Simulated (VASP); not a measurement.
Computed with PBEsol GGA, VASP's PBE PAW potentials (set 64) (plane waves; VASP).

VASP ran on this input.

File KPOINTS:
```
Automatic mesh
0
Gamma
14 14 14
0 0 0
```

**POSCAR**
```
In
1.0
 -1.6250000000   1.6250000000   2.4750000000
  1.6250000000  -1.6250000000   2.4750000000
  1.6250000000   1.6250000000  -2.4750000000
In
1
direct
  0.0000000000   0.0000000000   0.0000000000
```

### INCAR
```
# general
SYSTEM =In
PREC   =Accurate
ENCUT  =520   # plane-wave cut-off (eV)
LREAL  =.FALSE.   # projection in real space or not
LASPH  =.TRUE.   # aspherical one-centre terms

# electronic loop
EDIFF  =1E-6   # SCF stop (eV)
NELM   =100   # most electronic steps
ALGO   =Normal   # blocked Davidson
LMAXMIX=4   # l cut-off of mixed one-centre charges

# smearing
ISMEAR =1
SIGMA  =0.1

# functional
GGA    =PS   # PBEsol

# ions
IBRION =2   # conjugate gradients
NSW    =60   # most ionic steps
ISIF   =3
EDIFFG =-0.01   # ionic stop

# output
LWAVE  =.FALSE.
LCHARG =.FALSE.
```

POTCAR, in this order: In_d (PBE.64 set). Program: vasp_std.

Output

OSZICAR:
```
       N       E                     dE             d eps       ncg     rms          rms(c)
DAV:   1     0.706235358105E+02    0.70624E+02   -0.65742E+03  4932   0.164E+03
DAV:   2    -0.328552256383E+00   -0.70952E+02   -0.69974E+02  4976   0.289E+02
DAV:   3    -0.296612788227E+01   -0.26376E+01   -0.26302E+01  5616   0.643E+01
DAV:   4    -0.302555346683E+01   -0.59426E-01   -0.59410E-01  6264   0.976E+00
DAV:   5    -0.302791346477E+01   -0.23600E-02   -0.23599E-02  5912   0.157E+00    0.227E+00
DAV:   6    -0.299214986396E+01    0.35764E-01   -0.70675E-02  5578   0.594E+00    0.108E+00
DAV:   7    -0.298550129230E+01    0.66486E-02   -0.18791E-02  5758   0.282E+00    0.281E-01
DAV:   8    -0.298487426010E+01    0.62703E-03   -0.74951E-04  6174   0.570E-01    0.254E-02
DAV:   9    -0.298487610807E+01   -0.18480E-05   -0.92611E-06  6458   0.437E-02    0.145E-02
DAV:  10    -0.298487673740E+01   -0.62933E-06   -0.77334E-07  2956   0.143E-02
   1 F= -.29848767E+01 E0= -.29848747E+01  d E =-.298488E+01
       N       E                     dE             d eps       ncg     rms          rms(c)
DAV:   1    -0.308664649061E+01   -0.10177E+00   -0.24613E+00  5468   0.356E+01    0.196E+00
DAV:   2    -0.299903629880E+01    0.87610E-01   -0.20569E-01  5444   0.109E+01    0.648E-01
DAV:   3    -0.298785842824E+01    0.11178E-01   -0.36674E-02  6558   0.442E+00    0.289E-01
DAV:   4    -0.298730217874E+01    0.55625E-03   -0.11780E-03  5152   0.374E-01    0.925E-02
DAV:   5    -0.298729328009E+01    0.88987E-05   -0.10420E-04  5794   0.124E-01    0.413E-02
DAV:   6    -0.298730524346E+01   -0.11963E-04   -0.16781E-05  5656   0.447E-02    0.272E-03
DAV:   7    -0.298730517393E+01    0.69528E-07   -0.35084E-07  3260   0.814E-03
   2 F= -.29873052E+01 E0= -.29873576E+01  d E =-.242844E-02
       N       E                     dE             d eps       ncg     rms          rms(c)
DAV:   1    -0.298739022846E+01   -0.84985E-04   -0.20772E-03  5500   0.107E+00    0.542E-02
DAV:   2    -0.298731791678E+01    0.72312E-04   -0.16120E-04  5478   0.302E-01    0.190E-02
DAV:   3    -0.298730845919E+01    0.94576E-05   -0.33117E-05  5610   0.133E-01    0.715E-03
DAV:   4    -0.298730855123E+01   -0.92039E-07   -0.77904E-07  3286   0.111E-02
   3 F= -.29873086E+01 E0= -.29873618E+01  d E =-.243181E-02
       N       E                     dE             d eps       ncg     rms          rms(c)
DAV:   1    -0.298829329647E+01   -0.98484E-03   -0.30830E-02  5614   0.194E+00    0.155E-01
DAV:   2    -0.298777259310E+01    0.52070E-03   -0.69129E-04  7080   0.569E-01    0.102E-01
DAV:   3    -0.298745459660E+01    0.31800E-03   -0.39030E-04  6196   0.617E-01    0.275E-02
DAV:   4    -0.298745817294E+01   -0.35763E-05   -0.49563E-05  5328   0.864E-02    0.301E-02
DAV:   5    -0.298745791707E+01    0.25587E-06   -0.20359E-06  3820   0.242E-02
   4 F= -.29874579E+01 E0= -.29875056E+01  d E =-.149366E-03
       N       E                     dE             d eps       ncg     rms          rms(c)
DAV:   1    -0.298816172526E+01   -0.70355E-03   -0.23952E-02  5596   0.171E+00    0.137E-01
DAV:   2    -0.298775565085E+01    0.40607E-03   -0.53906E-04  7092   0.503E-01    0.897E-02
DAV:   3    -0.298750827600E+01    0.24737E-03   -0.30454E-04  6190   0.543E-01    0.241E-02
DAV:   4    -0.298751105250E+01   -0.27765E-05   -0.38729E-05  5330   0.764E-02    0.265E-02
DAV:   5    -0.298751082681E+01    0.22568E-06   -0.14355E-06  3166   0.210E-02
   5 F= -.29875108E+01 E0= -.29875396E+01  d E =-.202276E-03
```

OUTCAR:
```
------------------------ aborting loop because EDIFF is reached ----------------------------------------
  FORCE on cell =-STRESS in cart. coord.  units (eV):
  Direction    XX          YY          ZZ          XY          YZ          ZX
  --------------------------------------------------------------------------------------
  Total        0.0024709      0.0024709      0.0066818      0.0000000      0.0000000      0.0000000
  in kB        0.1553191      0.1553191      0.4200097      0.0000000      0.0000000      0.0000000
  external PRESSURE =       0.2435493 kB  Pullay stress =       0.0000000 kB
  volume of cell :       25.49
      direct lattice vectors                 reciprocal lattice vectors
    -1.605045889  1.605045889  2.473502957     0.000000000  0.311517573  0.202142471
     1.605045889 -1.605045889  2.473502957     0.311517573  0.000000000  0.202142471
     1.605045889  1.605045889 -2.473502957     0.311517573  0.311517573  0.000000000
 POSITION                                       TOTAL-FORCE (eV/Angst)
 -----------------------------------------------------------------------------------
      0.00000      0.00000     -0.00000         0.000000      0.000000      0.000000
 -----------------------------------------------------------------------------------
    total drift:                               -0.000000     -0.000000      0.000000
  FREE ENERGIE OF THE ION-ELECTRON SYSTEM (eV)
  ---------------------------------------------------
  free  energy   TOTEN  =        -2.9875108268 eV

  energy  without entropy=       -2.9875972899  energy(sigma->0) =       -2.98753965

 reached required accuracy - stopping structural energy minimisation
```
(Selected blocks of OUTCAR.)

### CONTCAR
```
In
   1.00000000000000
    -1.6050458893183259    1.6050458893183259    2.4735029567094777
     1.6050458893183259   -1.6050458893183259    2.4735029567094777
     1.6050458893183259    1.6050458893183259   -2.4735029567094777
  In
     1
Direct
     0.0000000000000000    0.0000000000000000    0.0000000000000000
```

Energy and stress use the plane-wave basis of the starting cell.

The compound is In in the bct structure. This run relaxes it. Symmetry was kept, so distortions that lower it aren't found.
